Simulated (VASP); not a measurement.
Method: vdW-DF2, VASP's PBE PAW potentials (set 64) (plane waves; VASP 6.6.1).

Input for VASP

**POSCAR**
```
Pb
1
    0.0000000000     2.6143323459     2.6143323459
    2.6143323459     0.0000000000     2.6143323459
    2.6143323459     2.6143323459     0.0000000000
Pb
1
Direct
  0.0000000000   0.0000000000   0.0000000000
```

**INCAR**
```
# general
SYSTEM   = Pb
PREC     = Accurate
ENCUT    = 520   # plane-wave cut-off (eV)
LREAL    = .False.   # projection in real space or not
LASPH    = .True.

# electronic loop
EDIFF    = 1E-7
NELM     = 100
ALGO     = Normal   # blocked Davidson
LMAXMIX  = 4

# smearing
ISMEAR   = 1   # Methfessel-Paxton
SIGMA    = 0.1

# functional
GGA      = ML
LUSE_VDW = .True.
AGGAC    = 0.0
ZAB_VDW  = -1.8867

# ions
ISIF     = 2   # forces and stress, cell fixed

# output
LWAVE    = .False.
LCHARG   = .False.
```

File KPOINTS:
```
Automatic mesh
0
Gamma
12 12 12
0 0 0
```

POTCAR, in this order: Pb_d (PBE.64 set). Program: vasp_std.

The resulting files:

File OSZICAR:
```
       N       E                     dE             d eps       ncg     rms          rms(c)
DAV:   1     0.106147664422E+03    0.10615E+03   -0.74278E+03  1603   0.143E+03
DAV:   2     0.484061917224E+01   -0.10131E+03   -0.99633E+02  1608   0.322E+02
DAV:   3    -0.248410850206E-01   -0.48655E+01   -0.48298E+01  1859   0.810E+01
DAV:   4    -0.150104568121E+00   -0.12526E+00   -0.12519E+00  1887   0.149E+01
DAV:   5    -0.155623718542E+00   -0.55192E-02   -0.55189E-02  2014   0.277E+00    0.557E-01
DAV:   6    -0.144504296221E+00    0.11119E-01   -0.22127E-02  1894   0.279E+00    0.224E-01
DAV:   7    -0.142783596071E+00    0.17207E-02   -0.75984E-03  1869   0.158E+00    0.569E-02
DAV:   8    -0.142893457441E+00   -0.10986E-03   -0.57575E-04  1677   0.369E-01    0.152E-02
DAV:   9    -0.142888956954E+00    0.45005E-05   -0.30400E-05  1933   0.978E-02    0.687E-03
DAV:  10    -0.142895124442E+00   -0.61675E-05   -0.30429E-05  1653   0.436E-02    0.912E-04
DAV:  11    -0.142895352928E+00   -0.22849E-06   -0.38362E-07  1831   0.661E-03    0.545E-04
DAV:  12    -0.142895583316E+00   -0.23039E-06   -0.75708E-07  1644   0.656E-03    0.733E-05
DAV:  13    -0.142895599752E+00   -0.16436E-07   -0.11868E-08  1191   0.126E-03
   1 F= -.14289560E+00 E0= -.14258352E+00  d E =-.936240E-03
```

**OUTCAR**
```
------------------------ aborting loop because EDIFF is reached ----------------------------------------
  FORCE on cell =-STRESS in cart. coord.  units (eV):
  Direction    XX          YY          ZZ          XY          YZ          ZX
  --------------------------------------------------------------------------------------
  Total        0.0725858      0.0725858      0.0725858     -0.0000000     -0.0000000      0.0000000
  in kB        3.2542424      3.2542424      3.2542424     -0.0000000     -0.0000000      0.0000000
  external PRESSURE =       3.2542424 kB  Pullay stress =       0.0000000 kB
  volume of cell :       35.74
      direct lattice vectors                 reciprocal lattice vectors
     0.000000000  2.614332346  2.614332346    -0.191253419  0.191253419  0.191253419
     2.614332346  0.000000000  2.614332346     0.191253419 -0.191253419  0.191253419
     2.614332346  2.614332346  0.000000000     0.191253419  0.191253419 -0.191253419
 POSITION                                       TOTAL-FORCE (eV/Angst)
 -----------------------------------------------------------------------------------
      0.00000      0.00000      0.00000         0.000000      0.000000     -0.000000
 -----------------------------------------------------------------------------------
    total drift:                               -0.000000     -0.000000     -0.000000
  FREE ENERGIE OF THE ION-ELECTRON SYSTEM (eV)
  ---------------------------------------------------
  free  energy   TOTEN  =        -0.1428955998 eV

  energy  without entropy=       -0.1419593594  energy(sigma->0) =       -0.14258352
```
(Selected blocks of OUTCAR.)

OUTCAR:
```
 val. band max:        5.7443142518   @ k =  -0.4167   0.3333   0.0833

 cond. band min:       5.7805964567   @ k =  -0.4167   0.4167   0.0000


 Fermi energy:         5.7521019317

 k-point     1 :       0.0000    0.0000    0.0000
  band No.  band energies     occupation
      1     -11.2919      2.00000
      2     -11.2919      2.00000
      3     -11.2919      2.00000
      4     -11.2064      2.00000
      5     -11.2064      2.00000
      6      -5.1220      2.00000
      7      11.5775      0.00000
      8      11.5775      0.00000
      9      11.5775      0.00000
     10      15.6108      0.00000
     11      15.7067      0.00000

 k-point     2 :       0.0833    0.0000    0.0000
  band No.  band energies     occupation
      1     -11.2914      2.00000
      2     -11.2858      2.00000
      3     -11.2858      2.00000
      4     -11.2065      2.00000
      5     -11.2065      2.00000
      6      -5.0125      2.00000
      7      10.4101      0.00000
      8      11.4542      0.00000
      9      11.4542      0.00000
     10      15.1821      0.00000
     11      16.3566      0.00000

 k-point     3 :       0.1667    0.0000    0.0000
  band No.  band energies     occupation
      1     -11.2905      2.00000
      2     -11.2736      2.00000
      3     -11.2736      2.00000
      4     -11.2022      2.00000
      5     -11.2022      2.00000
      6      -4.6874      2.00000
      7       8.3086      0.00000
      8      11.1485      0.00000
      9      11.1485      0.00000
     10      14.6343      0.00000
     11      17.6501      0.00000

 k-point     4 :       0.2500    0.0000    0.0000
  band No.  band energies     occupation
      1     -11.2904      2.00000
      2     -11.2694      2.00000
      3     -11.2694      2.00000
      4     -11.1837      2.00000
      5     -11.1837      2.00000
      6      -4.1618      2.00000
      7       6.1984     -0.00000
      8      10.7829      0.00000
      9      10.7829      0.00000
...
```

Unless said otherwise, spin-orbit coupling is left out, though it shifts the bands of the heavy elements here.

The compound is Pb in the fcc structure. It was relaxed first, which changed the volume by +18 %.
